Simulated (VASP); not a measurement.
OSZICAR of a VASP run on NaAsF6 (space group Fm-3m):

### OSZICAR
```
       N       E                     dE             d eps       ncg     rms          rms(c)
DAV:   1     0.490517045983E+03    0.49052E+03   -0.26288E+04   512   0.140E+03
DAV:   2    -0.224232679593E+01   -0.49276E+03   -0.48413E+03   648   0.410E+02
DAV:   3    -0.403839152619E+02   -0.38142E+02   -0.38016E+02   608   0.129E+02
DAV:   4    -0.409933866451E+02   -0.60947E+00   -0.60899E+00   640   0.184E+01
DAV:   5    -0.410077513858E+02   -0.14365E-01   -0.14364E-01   600   0.265E+00    0.133E+01
DAV:   6    -0.374063405293E+02    0.36014E+01   -0.12366E+01   632   0.208E+01    0.604E+00
DAV:   7    -0.373057226609E+02    0.10062E+00   -0.77589E-01   640   0.490E+00    0.251E+00
DAV:   8    -0.372804910140E+02    0.25232E-01   -0.55256E-02   632   0.190E+00    0.695E-01
DAV:   9    -0.372827119150E+02   -0.22209E-02   -0.11508E-02   632   0.740E-01    0.196E-01
DAV:  10    -0.372834134741E+02   -0.70156E-03   -0.21160E-03   592   0.330E-01    0.907E-02
DAV:  11    -0.372835072322E+02   -0.93758E-04   -0.17508E-04   624   0.936E-02    0.423E-02
DAV:  12    -0.372835382288E+02   -0.30997E-04   -0.21398E-05   584   0.349E-02    0.928E-03
DAV:  13    -0.372835382517E+02   -0.22959E-07   -0.12073E-06   496   0.695E-03
   1 F= -.37283538E+02 E0= -.37283538E+02  d E =-.221045E-69
```

Q: Which electronic solver shows in the log?

A: It is blocked Davidson (ALGO = Normal, or the opening steps of other solvers). The INCAR had ALGO = Normal.

Q: Can the final energy be trusted as converged?

A: Self-consistency was reached. It stopped with EDIFF = 1E-6, NELM = 100 (PBEsol GGA, plane waves, VASP's PBE PAW potentials (set 64)).

The structure comes from a computed database's NaAsF6 entry (Fm-3m); how it stands against other phases isn't given here. The cell was not relaxed at this level.
